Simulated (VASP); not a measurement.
Given:

```
CELL_PARAMETERS angstrom
      0.00000     4.21299     4.32883
      2.47576     0.00000     4.32883
      2.47576     4.21299     0.00000
ATOMIC_POSITIONS crystal
  Ti 0.75000 0.75000 0.75000
  Ti 0.50000 0.50000 0.50000
  Ge 0.08120 0.41880 0.08120
  Ge 0.41880 0.08120 0.41880
  Ge 0.16880 0.83120 0.16880
  Ge 0.83120 0.16880 0.83120
```

Calculation: LDA (Ceperley-Alder, Perdew-Zunger), VASP's LDA PAW potentials (set 64) (plane waves; VASP). Run with 400 eV cut-off, 9×9×9 Γ-centred mesh, tetrahedra with Blöchl corrections, potentials Ti_sv Ge_d.

Task: What does the run give for the energy per atom (σ→0), band gap (on the k-mesh) with the smallest direct gap where there is one?

Result: 
```json
{
  "band gap (on the k-mesh)": "none (metal, semimetal or under 0.01 eV)",
  "energy per atom (σ→0)": "-6842 meV/atom"
}
```

Total energies compare only between runs with the same potentials, cut-off and functional.

The structure comes from a computed database's TiGe2 entry (Fddd); how it stands against other phases isn't given here. It was relaxed first.
